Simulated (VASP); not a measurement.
Method: r2SCAN meta-GGA, VASP's PBE PAW potentials (set 64) (plane waves; VASP 6.6.1).

VASP ran on this input.

POSCAR:
```
CoAl
1.0
  2.8600000000   0.0000000000   0.0000000000
  0.0000000000   2.8600000000   0.0000000000
  0.0000000000   0.0000000000   2.8600000000
Al Co
1 1
Cart
  1.4300000000   1.4300000000   1.4300000000
  0.0000000000   0.0000000000   0.0000000000
```

INCAR:
```
SYSTEM  =  CoAl
PREC  =  Accurate; ENCUT  =  480; LREAL  =  .FALSE.
LASPH  =  .TRUE.
EDIFF  =  1E-6; NELM  =  100; ALGO  =  Normal
LMAXMIX  =  4; LMIXTAU  =  .TRUE.
ISMEAR  =  1; SIGMA  =  0.1
METAGGA  =  R2SCAN
IBRION  =  2; NSW  =  60; ISIF  =  3
EDIFFG  =  -0.01
LWAVE  =  .FALSE.; LCHARG  =  .FALSE.
```

**KPOINTS**
```
Regular mesh
0
Gamma
  11 11 11
0 0 0
```

POTCAR, in this order: Al Co (PBE.64 set). Program: vasp_std.

Energy and stress use the plane-wave basis of the starting cell.

Task: Estimate the energy per atom (σ→0), volume per atom, band gap (on the k-mesh).

Result: 
```json
{
  "energy per atom (σ→0)": "-10.539 eV/atom",
  "band gap (on the k-mesh)": "none (metal, semimetal or under 0.01 eV)",
  "volume_per_atom": "11.23 Å³/atom"
}
```

### OSZICAR
```
...
DAV:   4    -0.210803435857E+02    0.30009E-02   -0.14850E-02  1132   0.129E+00    0.448E-01
DAV:   5    -0.210780300437E+02    0.23135E-02   -0.96737E-03  1450   0.125E+00    0.588E-02
DAV:   6    -0.210780385932E+02   -0.85495E-05   -0.68712E-04  1234   0.474E-01    0.369E-02
DAV:   7    -0.210780156746E+02    0.22919E-04   -0.13519E-04  1212   0.187E-01    0.102E-02
DAV:   8    -0.210780202330E+02   -0.45585E-05   -0.13597E-05  1250   0.477E-02    0.522E-03
DAV:   9    -0.210780212909E+02   -0.10579E-05   -0.27710E-06   590   0.261E-02    0.352E-03
DAV:  10    -0.210780212573E+02    0.33613E-07   -0.20556E-06   586   0.264E-02
   3 F= -.21078021E+02 E0= -.21078209E+02  d E =-.224093E-01
```

The compound is CoAl in the CsCl type structure. This run relaxes it. Symmetry was kept, so distortions that lower it aren't found. The run is not spin-polarised, so no magnetic state was tried.
